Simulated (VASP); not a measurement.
Input for VASP

KPOINTS:
```
Automatic mesh
0
Gamma
7 7 4
0 0 0
```

INCAR:
```
# general
SYSTEM  = CdI2
PREC    = Accurate
ENCUT   = 520
LREAL   = .FALSE.
LASPH   = .TRUE.

# electronic loop
EDIFF   = 1E-7
NELM    = 100
ALGO    = Normal
LMAXMIX = 4

# smearing
ISMEAR  = -5

# functional
GGA     = PE
IVDW    = 11

# ions
ISIF    = 2

# output
LWAVE   = .FALSE.
LCHARG  = .TRUE.
LORBIT  = 11
NEDOS   = 601

# other
LEFG    = .TRUE.
```

File POSCAR:
```
CdI2
1
    2.1361340888    -3.6998930680     0.0000000000
    2.1361340888     3.6998930680    -0.0000000000
   -0.0000000000    -0.0000000000     6.9372164901
Cd I
1 2
Direct
  1.0000000000   1.0000000000   0.0000000000
  0.3333330000   0.6666670000   0.2499034016
  0.6666670000   0.3333330000   0.7500965984
```

POTCAR, in this order: Cd I (PBE.64 set). Program: vasp_std.

Translate this PBE-D3 (zero damping) calculation to Quantum ESPRESSO's pw.x.

One equivalent input (not run):
```
&CONTROL
  calculation = 'scf'
  pseudo_dir = './pseudo'
  outdir = './out'
  tprnfor = .true.
  tstress = .true.
/
&SYSTEM
  ibrav = 0
  nat = 3
  ntyp = 2
  ecutwfc = 102
  occupations = 'tetrahedra'
  input_dft = 'pbe'
  vdw_corr = 'grimme-d3'
  dftd3_version = 3
  dftd3_threebody = .false.
/
&ELECTRONS
  conv_thr = 7.3e-09
  electron_maxstep = 100
/
ATOMIC_SPECIES
  Cd 112.414 Cd.upf
  I 126.904 I.upf
CELL_PARAMETERS angstrom
     2.1361341   -3.6998931    0.0000000
     2.1361341    3.6998931   -0.0000000
    -0.0000000   -0.0000000    6.9372165
ATOMIC_POSITIONS crystal
  Cd   1.0000000  1.0000000  0.0000000
  I    0.3333330  0.6666670  0.2499034
  I    0.6666670  0.3333330  0.7500966
K_POINTS automatic
  7 7 4 0 0 0
```
Limits of the translation: the potentials are each code's own (VASP's PAW set, PseudoDojo norm-conserving files in pw.x), so ENCUT and ecutwfc are chosen apart and not converted; conv_thr bounds pw.x's estimated SCF error, while EDIFF bounds the energy change between steps; the field gradients of LEFG aren't asked of the other code.

The compound is CdI2 in the 1T layered structure. It was relaxed first.
